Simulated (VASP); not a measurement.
These are PBEsol GGA, VASP's PBE PAW potentials (set 64) (plane waves; VASP) values and carry that method's errors.

VASP ran on this input.

**POSCAR**
```
MoTe2
1.0
  3.4979599804   0.0000000000   0.0000000000
 -1.7489799902   3.0293217910   0.0000000000
  0.0000000000   0.0000000000  13.9726077836
Te Mo
4 2
Cart
  1.7489817392   1.0097729206   5.2977871237
 -0.0000017490   2.0195488704  12.2840910155
 -0.0000017490   2.0195488704   8.6748206599
  1.7489817392   1.0097729206   1.6885167681
  1.7489817392   1.0097729206  10.4794558377
 -0.0000017490   2.0195488704   3.4931519459
```

### KPOINTS
```
Regular mesh
0
gamma
7 7 2
0 0 0
```

INCAR:
```
! general
SYSTEM =MoTe2
PREC   =Accurate
ENCUT  =480
LREAL  =.FALSE.
LASPH  =.TRUE.

! electronic loop
EDIFF  =1E-6
NELM   =100
ALGO   =Normal
LMAXMIX=4

! smearing
ISMEAR =0
SIGMA  =0.05

! functional
GGA    =PS

! ions
IBRION =2
NSW    =60
ISIF   =3
EDIFFG =-0.02

! output
LWAVE  =.FALSE.
LCHARG =.FALSE.
```

POTCAR, in this order: Te Mo_sv (PBE.64 set). Program: vasp_std.

Output of the run:

**OSZICAR**
```
       N       E                     dE             d eps       ncg     rms          rms(c)
DAV:   1     0.387710176519E+03    0.38771E+03   -0.26274E+04  1176   0.142E+03
DAV:   2    -0.171365974687E+02   -0.40485E+03   -0.39561E+03  1250   0.338E+02
DAV:   3    -0.402263204857E+02   -0.23090E+02   -0.22862E+02  1222   0.677E+01
DAV:   4    -0.408432781948E+02   -0.61696E+00   -0.61416E+00  1245   0.110E+01
DAV:   5    -0.408609732744E+02   -0.17695E-01   -0.17688E-01  1291   0.191E+00    0.234E+01
DAV:   6    -0.399240878016E+02    0.93689E+00   -0.95011E+00  1164   0.153E+01    0.920E+00
DAV:   7    -0.398294433937E+02    0.94644E-01   -0.87177E+00  1113   0.119E+01    0.658E+00
DAV:   8    -0.394020881325E+02    0.42736E+00   -0.18105E+00  1220   0.616E+00    0.338E+00
DAV:   9    -0.394007062695E+02    0.13819E-02   -0.27645E-01  1319   0.231E+00    0.140E+00
DAV:  10    -0.393937429666E+02    0.69633E-02   -0.52478E-02  1242   0.115E+00    0.380E-01
DAV:  11    -0.393938960410E+02   -0.15307E-03   -0.29073E-03  1223   0.265E-01    0.330E-01
DAV:  12    -0.393938287040E+02    0.67337E-04   -0.38349E-04  1203   0.904E-02    0.201E-01
DAV:  13    -0.393937779518E+02    0.50752E-04   -0.12480E-04  1249   0.591E-02    0.118E-01
DAV:  14    -0.393937714038E+02    0.65481E-05   -0.20314E-05  1208   0.188E-02    0.686E-02
DAV:  15    -0.393937695646E+02    0.18392E-05   -0.22425E-06   848   0.812E-03    0.383E-02
DAV:  16    -0.393937680068E+02    0.15578E-05   -0.39534E-06   878   0.809E-03    0.218E-02
DAV:  17    -0.393937676134E+02    0.39347E-06   -0.93567E-07   650   0.464E-03
   1 F= -.39393768E+02 E0= -.39393768E+02  d E =-.393938E+02
       N       E                     dE             d eps       ncg     rms          rms(c)
DAV:   1    -0.393948201302E+02   -0.10521E-02   -0.35726E-02  1006   0.129E+00    0.197E-01
DAV:   2    -0.393941208705E+02    0.69926E-03   -0.24289E-03  1164   0.232E-01    0.118E-01
DAV:   3    -0.393939850245E+02    0.13585E-03   -0.39961E-04  1203   0.106E-01    0.471E-02
DAV:   4    -0.393939298778E+02    0.55147E-04   -0.19195E-04  1194   0.652E-02    0.352E-02
DAV:   5    -0.393939277343E+02    0.21434E-05   -0.21301E-05  1021   0.187E-02    0.928E-03
DAV:   6    -0.393939275958E+02    0.13855E-06   -0.34469E-06   991   0.942E-03
   2 F= -.39393928E+02 E0= -.39393928E+02  d E =-.159982E-03
```

**OUTCAR**
```
------------------------ aborting loop because EDIFF is reached ----------------------------------------
  FORCE on cell =-STRESS in cart. coord.  units (eV):
  Direction    XX          YY          ZZ          XY          YZ          ZX
  --------------------------------------------------------------------------------------
  Total       -0.0464661     -0.0464661     -0.0339927      0.0000000      0.0000000      0.0000000
  in kB       -0.5029035     -0.5029033     -0.3679036      0.0000000      0.0000000      0.0000000
  external PRESSURE =      -0.4579035 kB  Pullay stress =       0.0000000 kB
  volume of cell :      148.03
      direct lattice vectors                 reciprocal lattice vectors
     3.495564352  0.000000000  0.000000000     0.286076839  0.165166562  0.000000000
    -1.747782176  3.027247117 -0.000000000     0.000000000  0.330333125  0.000000000
     0.000000000 -0.000000000 13.989346811     0.000000000  0.000000000  0.071482966
 POSITION                                       TOTAL-FORCE (eV/Angst)
 -----------------------------------------------------------------------------------
      1.74778      1.00908      5.30486         0.000000     -0.000000     -0.011555
     -0.00000      2.01817     12.29953         0.000000      0.000000     -0.011555
     -0.00000      2.01817      8.68449         0.000000      0.000000      0.011555
      1.74778      1.00908      1.68982         0.000000     -0.000000      0.011555
      1.74778      1.00908     10.49201        -0.000000      0.000000      0.000000
     -0.00000      2.01817      3.49734        -0.000000     -0.000000      0.000000
 -----------------------------------------------------------------------------------
    total drift:                                0.000769     -0.000444      0.001060
  FREE ENERGIE OF THE ION-ELECTRON SYSTEM (eV)
  ---------------------------------------------------
  free  energy   TOTEN  =       -39.3939275958 eV

  energy  without entropy=      -39.3939275958  energy(sigma->0) =      -39.39392760

 reached required accuracy - stopping structural energy minimisation
```
(Selected blocks of OUTCAR.)

**CONTCAR**
```
MoTe2
   1.00000000000000
     3.4955643518253456    0.0000000000000000    0.0000000000000000
    -1.7477821759126728    3.0272471166457842   -0.0000000000000000
     0.0000000000000000   -0.0000000000000000   13.9893468105579259
  Te              Mo
     4     2
Direct
     0.6666669999999968    0.3333330000000032    0.3792069598122573
     0.3333330000000032    0.6666669999999968    0.8792069598122573
     0.3333330000000032    0.6666669999999968    0.6207930401877427
     0.6666669999999968    0.3333330000000032    0.1207930401877427
     0.6666669999999968    0.3333330000000032    0.7500000000000000
     0.3333330000000032    0.6666669999999968    0.2500000000000000
```

Without a dispersion term in the relaxation, distances and binding between the weakly bound layers, chains or molecules are unreliable, and so is what depends on them.

The compound is MoTe2 in the 2H layered structure. This run relaxes it. Symmetry was kept, so distortions that lower it aren't found. The start is the result of an earlier pass.
